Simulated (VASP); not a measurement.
An input for Ansatz (written as the equivalent of a VASP run, and not itself run):

Ansatz 0.2 input:
```yaml
crystal:
  lattice:
    - [0.0000000, 2.7175652, 2.7175652]
    - [2.7175652, 0.0000000, 2.7175652]
    - [2.7175652, 2.7175652, 0.0000000]
  atoms:
    - { symbol: Al, position: [0.0000000, 1.0000000, 0.0000000] }
    - { symbol: P, position: [0.2500000, 0.2500000, 0.2500000] }
kpoints:
  mp_grid: { grid: [8, 8, 8] }
hamiltonian:
  xc: lda
  pseudopotentials: { kind: paw }
scf:
  occupations: { method: gaussian, width: 0.05 }
  max_iter: 100
relax:
  max_steps: 40
  f_tol: 0.02
  cell: {}
output: { forces: true, stress: true, eigenvalues: true }
```

Write the VASP files for the same calculation (LDA).

Several could match; the one computed here: 
### POSCAR
```
AlP
1
    0.0000000000     2.7175651543     2.7175651543
    2.7175651543     0.0000000000     2.7175651543
    2.7175651543     2.7175651543     0.0000000000
Al P
1 1
Direct
  0.0000000000   1.0000000000   0.0000000000
  0.2500000000   0.2500000000   0.2500000000
```

**INCAR**
```
# general
SYSTEM=AlP
PREC  =Accurate
ENCUT =500
LREAL =.FALSE.
LASPH =.TRUE.

# electronic loop
EDIFF =1E-6   # SCF stop (eV)
NELM  =100
ALGO  =Normal   # blocked Davidson

# smearing
ISMEAR=0   # Gaussian
SIGMA =0.05

# ions
IBRION=2
NSW   =40   # most ionic steps
ISIF  =3   # ions, shape and volume
EDIFFG=-0.02

# output
LWAVE =.FALSE.
LCHARG=.FALSE.
```

KPOINTS:
```
Automatic mesh
0
Gamma
8 8 8
0 0 0
```

POTCAR, in this order: Al P (LDA.64 set). Program: vasp_std.

What does not carry over: each code has its own PAW files, so the cut-off isn't converted (ENCUT is set for VASP's; basis.ecutwfc is left out, and Ansatz then takes the one that its files recommend); Ansatz stops its SCF on the density residual and VASP on the energy change (EDIFF); Ansatz's lda is the Perdew-Wang form, while the LDA potentials of VASP carry Perdew-Zunger's.

The compound is AlP in the zinc blende structure. It was relaxed first.
